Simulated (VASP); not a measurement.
Here is the system:

```
CELL_PARAMETERS angstrom
      3.74628     0.00000     0.00000
     -1.87314     3.24438     0.00000
      0.00000     0.00000     6.08245
ATOMIC_POSITIONS crystal
  La 0.33333 0.66667 0.25000
  La 0.66667 0.33333 0.75000
```

Calculation: PBE GGA, VASP's PBE PAW potentials (set 64) (plane waves; VASP). Numerical set-up: 300 eV cut-off, 13×13×7 Γ-centred mesh, Gaussian smearing of 0.14 eV, potentials La.

Task: Give the energies of bands 9 to 14 at the high-symmetry points, in eV from the Fermi level.

Result: 
| band | Γ | M | K | A | L | H |
|---|---|---|---|---|---|---|
| 9 | -3.17 | -1.60 | -1.29 | -1.85 | -1.66 | -0.63 |
| 10 | -1.74 | -1.15 | 0.07 | -1.85 | -1.66 | -0.63 |
| 11 | 1.10 | -1.15 | 0.07 | 0.60 | -0.39 | -0.23 |
| 12 | 1.34 | 1.21 | 0.29 | 0.60 | -0.39 | -0.23 |
| 13 | 1.34 | 1.26 | 0.85 | 1.40 | 1.58 | 0.96 |
| 14 | 1.55 | 1.31 | 0.85 | 1.40 | 1.58 | 0.96 |

It has no gap at this level: it comes out as a metal or semimetal.

The structure was generated: La was put into an ordered model structure, which need not be its known phase. The cell was not relaxed at this level.
